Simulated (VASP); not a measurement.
Here is the system:

```
CELL_PARAMETERS angstrom
      3.97752     0.00000     0.00000
      0.00000     3.97752     0.00000
      0.00000     0.00000     3.97752
ATOMIC_POSITIONS crystal
  La 0.00000 0.00000 0.00000
  B  0.80119 0.50000 0.50000
  B  0.50000 0.19881 0.50000
  B  0.50000 0.80119 0.50000
  B  0.19881 0.50000 0.50000
  B  0.50000 0.50000 0.80119
  B  0.50000 0.50000 0.19881
```

Level of theory: LDA (Ceperley-Alder, Perdew-Zunger), VASP's LDA PAW potentials (set 64) (plane waves; VASP). Numerical set-up: 620 eV cut-off, 8×8×8 Γ-centred mesh, first-order Methfessel-Paxton smearing of 0.10 eV, potentials La B.

Energy and stress use the plane-wave basis of the starting cell.

Q: The ions, cell shape and volume at an external pressure of 30.0 GPa are relaxed. Predict the relaxed structure.

A: 
```
CELL_PARAMETERS angstrom
      3.92998     0.00000     0.00000
      0.00000     3.92998     0.00000
      0.00000     0.00000     3.92998
ATOMIC_POSITIONS crystal
  La 0.00000 0.00000 0.00000
  B  0.80156 0.50000 0.50000
  B  0.50000 0.19844 0.50000
  B  0.50000 0.80156 0.50000
  B  0.19844 0.50000 0.50000
  B  0.50000 0.50000 0.80156
  B  0.50000 0.50000 0.19844
```
Space group Pm-3m (221), at a tolerance of 0.03 Å.

Q: How do energy and volume change from the first to the last step?

A: The energy (σ→0) changes by +49.7 meV/atom and the volume by -3.5 %, in 6 ionic steps.

| step | E(σ→0) (eV) | max force (eV/Å) | pressure (GPa) | volume (Å³) |
|---|---|---|---|---|
| 1 | -54.0516 | 0.001 | 20.11 | 62.93 |
| 2 | -53.0796 | 0.320 | 44.65 | 58.01 |
| 3 | -53.7148 | 0.133 | 29.89 | 60.76 |
| 4 | -53.7068 | 0.135 | 30.09 | 60.72 |
| 5 | -53.6881 | 0.415 | 30.14 | 60.64 |
| 6 | -53.7040 | 0.002 | 30.11 | 60.70 |

The compound is LaB6 in the cab6 structure. This run relaxes it under an external pressure of 30 GPa. Symmetry was kept, so distortions that lower it aren't found. The electron count is odd and the run is not spin-polarised, which forces a metal.
